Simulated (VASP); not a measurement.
An input for Quantum ESPRESSO's pw.x (written as the equivalent of a VASP run, and not itself run):

```
&CONTROL
  calculation = 'scf'
  pseudo_dir = './pseudo'
  outdir = './out'
  tprnfor = .true.
  tstress = .true.
/
&SYSTEM
  ibrav = 0
  nat = 6
  ntyp = 2
  ecutwfc = 88
  occupations = 'smearing'
  smearing = 'fermi-dirac'
  degauss = 0.000735
  input_dft = 'pbesol'
/
&ELECTRONS
  conv_thr = 7.3e-08
  electron_maxstep = 100
/
ATOMIC_SPECIES
  Be 9.012 Be.upf
  I 126.904 I.upf
CELL_PARAMETERS angstrom
    -3.1815740    5.8962040    3.0965900
     3.1815740   -5.8962040    3.0965900
     3.1815740    5.8962040   -3.0965900
ATOMIC_POSITIONS crystal
  Be   0.2500000  0.2500000  0.0000000
  Be   0.7500000  0.7500000  0.0000000
  I    0.6153700  0.2870300  0.9024000
  I    0.3846300  0.7129700  0.0976000
  I    0.8846300  0.7870300  0.6716600
  I    0.1153700  0.2129700  0.3283400
K_POINTS automatic
  5 5 5 0 0 0
```

Question: Write the VASP files for the same calculation (PBEsol).

Answer: One answer among several that fit: 
### INCAR
```
SYSTEM = BeI2
PREC = Accurate; ENCUT = 300; LREAL = .FALSE.
LASPH = .TRUE.
EDIFF = 1E-6; NELM = 100; ALGO = Normal
LMAXMIX = 4
ISMEAR = -1; SIGMA = 0.01
GGA = PS
ISIF = 2
LWAVE = .FALSE.; LCHARG = .FALSE.
```

**POSCAR**
```
BeI2
1
   -3.1815740000     5.8962040000     3.0965900000
    3.1815740000    -5.8962040000     3.0965900000
    3.1815740000     5.8962040000    -3.0965900000
Be I
2 4
Direct
  0.2500000000   0.2500000000   0.0000000000
  0.7500000000   0.7500000000   0.0000000000
  0.6153700000   0.2870300000   0.9024000000
  0.3846300000   0.7129700000   0.0976000000
  0.8846300000   0.7870300000   0.6716600000
  0.1153700000   0.2129700000   0.3283400000
```

**KPOINTS**
```
Automatic mesh
0
Gamma
5 5 5
0 0 0
```

POTCAR, in this order: Be I (PBE.64 set). Program: vasp_std.

The two are equivalent in intent, not identical: the potentials are each code's own (VASP's PAW set, PseudoDojo norm-conserving files in pw.x), so ENCUT and ecutwfc are chosen apart and not converted; conv_thr bounds pw.x's estimated SCF error, while EDIFF bounds the energy change between steps.

The structure comes from a computed database's BeI2 entry (Ibam), a phase known from measurement. The cell was not relaxed at this level. The run is one of a series of settings (KPOINTS 5×5×5 Γ-centred mesh against the base run), some of them coarse on purpose.
